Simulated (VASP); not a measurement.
**CoNiO2 under changes of volume**

One of the cells (9.783 Å³/atom); the others are scaled copies at fixed shape and fractional positions:

```
Ni Co O
1.0
     3.03430    0.00000    0.00000
     0.00000    3.03430    0.00000
     0.00000    0.00000    4.25025
Ni Co O
1 1 2
Cartesian
  0.0000 0.0000 0.0000
  1.5171 1.5171 2.1251
  0.0000 0.0000 2.1251
  1.5171 1.5171 0.0000
```

The cell comes from a database or a generator and needn't be the stable form of this composition.

- Program: VASP 6.6.1
- Functional: PBE
- Potentials or basis: VASP PAW PBE potentials, release 64 (Ni, Co, O)
- Cutoff: 520 eV
- k mesh: 9 × 9 × 6
- Occupations: fermi-dirac, width 0.05 eV
- Spin: collinear spin, ferromagnetic start
- Starting moments: [1.0, 2.0, 0.0, 0.0] μB

| volume (Å³/atom) | energy over the lowest point (meV/atom) | pressure (GPa) | moment (μB per cell) |
| --- | --- | --- | --- |
| 9.016 | 8.30 | 7.2 | 4.01 |
| 9.207 | 1.73 | 3.4 | 4.16 |
| 9.399 | 0.00 | -0.1 | 4.30 |
| 9.783 | 6.85 | -5.6 | 4.65 |
| 9.975 | ? | ? | ? |
| 10.167 | 26.01 | -10.7 | 4.81 |

Q: What does the run at 9.975 Å³/atom give?

A: Energy over the lowest point 51.04 meV/atom; pressure -11.8 GPa; moment 2.71 μB per cell.

The energies don't lie on one smooth curve, so no fit is given. The run at 9.975 Å³/atom lies farthest off; its moment of 2.71 μB against 4.01 to 4.81 μB shows that it ended in another magnetic state.

Energies are extrapolated to zero smearing.
